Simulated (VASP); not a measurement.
Set up this calculation in VASP 6.6.1, as the native input.

| Quantity | Value |
| --- | --- |
| Task | single point |
| Functional | PBE |
| Potentials or basis | VASP PAW PBE potentials, release 64 (Pm, Te) |
| Cutoff | 520 eV |
| k mesh | 5 × 5 × 5 |
| Occupations | gaussian, width 0.05 eV |
| Spin | collinear spin, ferromagnetic start |
| Starting moments | [4.0, 0.0] μB |
| Fixed moment | 2 μB |
| Hubbard terms | Pm f U = 5 eV |
| Further INCAR settings | ALGO = Normal; EDIFF = 1e-06; NBANDS = 22 |

The structure of PmTe lies in POSCAR:

```
PmTe
1.0
    4.1812492200      0.0000000000      0.0000000000
   -2.0906246100      3.6210680400      0.0000000000
    0.0000000000      0.0000000000      4.0806920800
Pm Te
1 1
Direct
    0.0000000000      0.0000000000      0.0000000000
    0.6666666667      0.3333333333      0.5000000000
```

The cell comes from a database or a generator and needn't be the stable form of this composition.

One way to write it, as run:

INCAR

```
SYSTEM = PmTe
ALGO = Normal
EDIFF = 1E-6
ENCUT = 520
GGA = PE
ISIF = 2
ISMEAR = 0
ISPIN = 2
LASPH = .True.
LCHARG = .False.
LDAU = .True.
LDAUJ = 0 0
LDAUL = 3 -1
LDAUPRINT = 1
LDAUTYPE = 2
LDAUU = 5 0
LMAXMIX = 6
LORBIT = 11
LREAL = .False.
LWAVE = .False.
MAGMOM = 4 0
NBANDS = 22
NELM = 100
NUPDOWN = 2
PREC = Accurate
SIGMA = 0.05
```

KPOINTS

```
k-points
0
Gamma
  5 5 5
  0 0 0
```

Potentials or basis: VASP PAW PBE potentials, release 64 (Pm, Te).

Run with:

```bash
$ cat potpaw_PBE.64/Pm/POTCAR potpaw_PBE.64/Te/POTCAR > POTCAR
$ mpirun -np 1 vasp_std > vasp.out
```

It gave:

* Pressure: 4.5 GPa
* Net moment: 2.00 μB per cell
* Site moments: Pm +2.21; Te -0.02 μB
* Valence electrons inside the program's atomic spheres: Pm 12.34; Te 3.51

Caveat: the magnetic or orbital state may not be the lowest; the moment is held away from its start; the total moment is fixed, so each spin has its own Fermi level; the U is typed as a test and isn't derived for this compound.

It took 100 s on 1 thread of Intel(R) Xeon(R) Platinum 8488C (Sapphire Rapids), on a shared host, peak memory 0.23 GiB.
